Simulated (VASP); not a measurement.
Given:

```
CELL_PARAMETERS angstrom
      4.19545     0.00000     0.00000
      0.00000     4.19545     0.00000
      0.00000     0.00000     2.68309
ATOMIC_POSITIONS crystal
  Si 0.50000 0.50000 0.50000
  Si 0.00000 0.00000 0.00000
  O  0.69408 0.69408 0.00000
  O  0.30592 0.30592 0.00000
  O  0.80592 0.19408 0.50000
  O  0.19408 0.80592 0.50000
```

Level of theory: PBEsol GGA, VASP's PBE PAW potentials (set 64) (plane waves; VASP 6.6.1). Settings: 520 eV cut-off, Gaussian smearing of 0.050 eV, potentials Si O.

Task: Estimate the band gap (along the path) with the smallest direct gap where there is one.

Result: 
```yaml
band gap (along the path): 5.31 eV
smallest direct gap (along the path): 5.31 eV
```

Total energies compare only between runs with the same potentials, cut-off and functional.

The structure comes from a computed database's SiO2 entry (P4_2/mnm); how it stands against other phases isn't given here. It was relaxed first.
